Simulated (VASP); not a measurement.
Computed with LDA (Ceperley-Alder, Perdew-Zunger), VASP's LDA PAW potentials (set 64) (plane waves; VASP).

A VASP calculation is set up with these files.

INCAR:
```
ALGO = Normal
EDIFF = 1E-6
ENCUT = 400
ISMEAR = 0
LASPH = .TRUE.
LCHARG = .FALSE.
LMAXMIX = 4
LORBIT = 11
LREAL = .FALSE.
LVHAR = .TRUE.
LWAVE = .FALSE.
NELM = 100
NELMIN = 4
PREC = Normal
SIGMA = 0.05
SYSTEM = MoTe2 bilayer
```

POSCAR:
```
MoTe2 bilayer
1
    3.4748691098     0.0000000000     0.0000000000
   -1.7374345548     3.0093245116    -0.0000000000
    0.0000000000     0.0000000000    26.2263098533
Te Mo
4 2
Direct
  0.3333330000   0.6666670000   0.4373797058
  0.3333330000   0.6666670000   0.3002499452
  0.6666670000   0.3333330000   0.6997500548
  0.6666670000   0.3333330000   0.5626202942
  0.6666670000   0.3333330000   0.3687124614
  0.3333330000   0.6666670000   0.6312875386
```

KPOINTS:
```
Automatic mesh
0
Gamma
12 12 1
0 0 0
```

POTCAR, in this order: Te Mo_sv (LDA.64 set). Program: vasp_std. Read from the step before: WAVECAR.

Task: Predict the energy per atom (σ→0).

Result: 
| Quantity | Result |
|---|---|
| energy per atom (σ→0) | -6.851 eV/atom |

**OSZICAR**
```
       N       E                     dE             d eps       ncg     rms          rms(c)
DAV:   1    -0.411033080559E+02   -0.41103E+02   -0.74697E-04  1361   0.184E-01    0.371E-02
DAV:   2    -0.411032964588E+02    0.11597E-04   -0.32582E-04  1425   0.846E-02    0.366E-02
DAV:   3    -0.411032861894E+02    0.10269E-04   -0.49601E-05  1364   0.330E-02    0.682E-03
DAV:   4    -0.411032861606E+02    0.28802E-07   -0.46536E-06  1201   0.922E-03
   1 F= -.41103286E+02 E0= -.41103286E+02  d E =-.122004E-21
```

The cell is a sheet with vacuum, built from MoTe2 (2H layered).
